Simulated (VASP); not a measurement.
# MgO: what moves the LDA gap besides the functional, part 2 of 2

How far does the LDA gap of MgO depend on cutoff, mesh and cell? The starting structure is a measured crystal structure from the Crystallography Open Database. Cell and atoms stay as given unless a step says otherwise.

VASP 6.6.1.

Results so far: reference 4.669 eV; cell and atoms relaxed by LDA 5.138 eV; no band path 4.670 eV.

## 5. Bands with a cutoff of 640 eV (continued)

Level of this step: LDA; plane waves and PAW (Mg, O) (VASP).

From OUTCAR (step 5):

```text
  Total       -0.9175843     -0.9175843     -0.9175843      0.0000000     -0.0000000      0.0000000
  in kB      -78.7849705    -78.7849705    -78.7849705      0.0000000     -0.0000000      0.0000000
  external PRESSURE =     -78.7849705 kB  Pullay stress =       0.0000000 kB

 POSITION                                       TOTAL-FORCE (eV/Angst)
 -----------------------------------------------------------------------------------
      0.00000      0.00000      0.00000         0.000000      0.000000     -0.000000
      2.10521      2.10521      2.10521        -0.000000     -0.000000      0.000000
 -----------------------------------------------------------------------------------
    total drift:                                0.000000      0.000000      0.000000

  FREE ENERGIE OF THE ION-ELECTRON SYSTEM (eV)
  ---------------------------------------------------
  free  energy   TOTEN  =       -13.4308716930 eV

  energy  without entropy=      -13.4308716930  energy(sigma->0) =      -13.43087169

[... 1 part as in an earlier step ...]

[... 2 further parts left out ...]
[key lines of the parts left out:]
E-fermi :   3.1815
```

With a cutoff of 640 eV the gap is 4.670 eV, +0.001 eV from the reference.

## 6. Bands with a 12×12×12 mesh

Against step 2 the input has a 12×12×12 mesh.

INCAR

```
SYSTEM = MgO
PREC = Accurate
ENCUT = 460
EDIFF = 1E-06
NELM = 100
ISMEAR = 0
SIGMA = 0.03
LREAL = .FALSE.
ALGO = Normal
GGA = CA
NBANDS = 16
LORBIT = 11
LWAVE = .FALSE.
LCHARG = .FALSE.
KPAR = 4
```

POSCAR

```
MgO
1.0
    0.0000000000      2.1052050000      2.1052050000
    2.1052050000      0.0000000000      2.1052050000
    2.1052050000      2.1052050000      0.0000000000
Mg O
1 1
Direct
    0.0000000000      0.0000000000      0.0000000000
    0.5000000000      0.5000000000      0.5000000000
```

KPOINTS

```
Automatic mesh
0
Gamma
12 12 12
0 0 0
```

KPOINTS_OPT

```
Line mode
10
Line-mode
Reciprocal
  0.00000000   0.00000000   0.00000000 GAMMA
  0.50000000   0.00000000   0.50000000 X

  0.50000000   0.00000000   0.50000000 X
  0.50000000   0.25000000   0.75000000 W

  0.50000000   0.25000000   0.75000000 W
  0.37500000   0.37500000   0.75000000 K

  0.37500000   0.37500000   0.75000000 K
  0.00000000   0.00000000   0.00000000 GAMMA

  0.00000000   0.00000000   0.00000000 GAMMA
  0.50000000   0.50000000   0.50000000 L

  0.50000000   0.50000000   0.50000000 L
  0.62500000   0.25000000   0.62500000 U

  0.62500000   0.25000000   0.62500000 U
  0.50000000   0.25000000   0.75000000 W

  0.50000000   0.25000000   0.75000000 W
  0.50000000   0.50000000   0.50000000 L

  0.50000000   0.50000000   0.50000000 L
  0.37500000   0.37500000   0.75000000 K

  0.62500000   0.25000000   0.62500000 U
  0.50000000   0.00000000   0.50000000 X
```

Potentials, in the order of the species: Mg and O (LDA family, release 64).

The run is started by

```bash
$ mpirun -np 4 vasp_std
```

Output:

```text
[... set-up lines as in an earlier step ...]
 entering main loop
       N       E                     dE             d eps       ncg     rms          rms(c)
DAV:   1     0.103419497224E+02    0.10342E+02   -0.40638E+03  2664   0.401E+02
DAV:   2    -0.146004918196E+02   -0.24942E+02   -0.24419E+02  3104   0.107E+02
DAV:   3    -0.149962530651E+02   -0.39576E+00   -0.39566E+00  2776   0.106E+01
DAV:   4    -0.149969568983E+02   -0.70383E-03   -0.70383E-03  2992   0.511E-01
[...]
DAV:  10    -0.134299891381E+02    0.16997E-03   -0.30283E-04  2688   0.113E-01    0.101E-02
DAV:  11    -0.134299876821E+02    0.14560E-05   -0.12325E-05  2864   0.162E-02    0.381E-03
DAV:  12    -0.134299876032E+02    0.78843E-07   -0.32735E-07  1440   0.337E-03
   1 F= -.13429988E+02 E0= -.13429988E+02  d E =-.158710E-22
 Start KPOINTS_OPT (optional k-point list driver)
k-point batch [1-72\100]
       N       E                     dE             ncg
DAV:   1     0.389220839412E+03   -0.20236E+05     2568
DAV:   2    -0.141541671557E+04   -0.18046E+04     3128
DAV:   3    -0.144856348899E+04   -0.33147E+02     2800
DAV:   4    -0.144862318626E+04   -0.59697E-01     2936
DAV:   5    -0.144862333174E+04   -0.14548E-03     2832
DAV:   6    -0.144862333218E+04   -0.43264E-06     2304
k-point batch [73-100\100]
       N       E                     dE             ncg
DAV:   1     0.120032404725E+05   -0.94965E+04     1008
DAV:   2     0.112970297038E+05   -0.70621E+03     1304
DAV:   3     0.112848692680E+05   -0.12160E+02     1008
DAV:   4     0.112848474663E+05   -0.21802E-01     1080
DAV:   5     0.112848474113E+05   -0.54988E-04     1016
DAV:   6     0.112848474112E+05   -0.14831E-06      872
```

The job ended after 6 s (4 MPI ranks of Intel Xeon Platinum 8375C at 2.90GHz (Ice Lake), shared host; peak memory 0.53 GiB).

Parts of OUTCAR (step 6):

```text
  Total       -0.9598950     -0.9598950     -0.9598950      0.0000000      0.0000000      0.0000000
  in kB      -82.4178208    -82.4178208    -82.4178208      0.0000000      0.0000000      0.0000000
  external PRESSURE =     -82.4178208 kB  Pullay stress =       0.0000000 kB

 POSITION                                       TOTAL-FORCE (eV/Angst)
 -----------------------------------------------------------------------------------
      0.00000      0.00000      0.00000         0.000000      0.000000      0.000000
      2.10521      2.10521      2.10521        -0.000000     -0.000000      0.000000
 -----------------------------------------------------------------------------------
    total drift:                               -0.000000     -0.000000      0.000000

  FREE ENERGIE OF THE ION-ELECTRON SYSTEM (eV)
  ---------------------------------------------------
  free  energy   TOTEN  =       -13.4299876032 eV

  energy  without entropy=      -13.4299876032  energy(sigma->0) =      -13.42998760

[... 1 part as in an earlier step ...]

[... 2 further parts left out ...]
[key lines of the parts left out:]
E-fermi :   3.0827
```

With a 12×12×12 mesh the gap is 4.669 eV, +0.000 eV from the reference.

## 7. The runs compared

| run | gap (eV) | change (eV) | core minutes |
| --- | --- | --- | --- |
| reference | 4.669 | - | 0.333 |
| cell and atoms relaxed by LDA | 5.138 | 0.468 | 0.293 |
| no band path | 4.67 | 0.0 | 0.173 |
| a cutoff of 640 eV | 4.67 | 0.001 | 0.653 |
| a 12×12×12 mesh | 4.669 | 0.0 | 0.4 |

Core minutes are wall time times ranks of the run shown, on a shared host.

## 8. Outcome

```yaml
reference_gap: 4.669 eV
gap_with_cell_and_atoms_relaxed_by_lda: 5.138 eV
gap_with_no_band_path: 4.670 eV
gap_with_a_cutoff_of_640_ev: 4.670 eV
gap_with_a_12x12x12_mesh: 4.669 eV
```

**Reading.** Among the runs that read a gap along the path, the one with cell and atoms relaxed by LDA moves it most, by +0.468 eV. On finer settings it changes by +0.001 eV with a cutoff of 640 eV and +0.000 eV with a 12×12×12 mesh. The functional's own error isn't tested here. Further runs on this material are not shown.

[Lines on the potential files, build, host, timing and source positions are cut from VASP's logs without a mark.]

[Logs are printed without paths, hosts, clocks, repeated set-up lines and the standing remarks that a program may print on its own settings, such as how far it seeks lower states.]

[Hosts, paths, dates, database ids (printed as entryN), source tags and the programs' standing remarks are cut or masked in the printed files.]
